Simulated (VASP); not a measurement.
Highest phonon frequency on the path of C (diamond) against the volume, from finite displacements in a 3×3×3 supercell. Calculation: PBE GGA, VASP's PBE PAW potentials (set 64) (plane waves; VASP). The supercell is small, so branches between its commensurate points are interpolated roughly. Fit ln ω as a straight line in ln V.

```tsv
V (Å³/atom)	ln(ω/cm⁻¹)
5.704	7.1794
5.818	7.1605
5.932	7.1418
6.046	7.1234
```

Fit the rows as the text says and predict the value at 5.59.

The slope is -0.96, a Grüneisen parameter of 0.96 for this mode. The line misses the rows by up to 0.0001 and gives 7.1989 at 5.59. The run gave 7.1987, -0.0002 from the line.

Runs of the series that failed, ran out of time, didn't relax or are held back are left out.

The compound is C in the diamond structure.
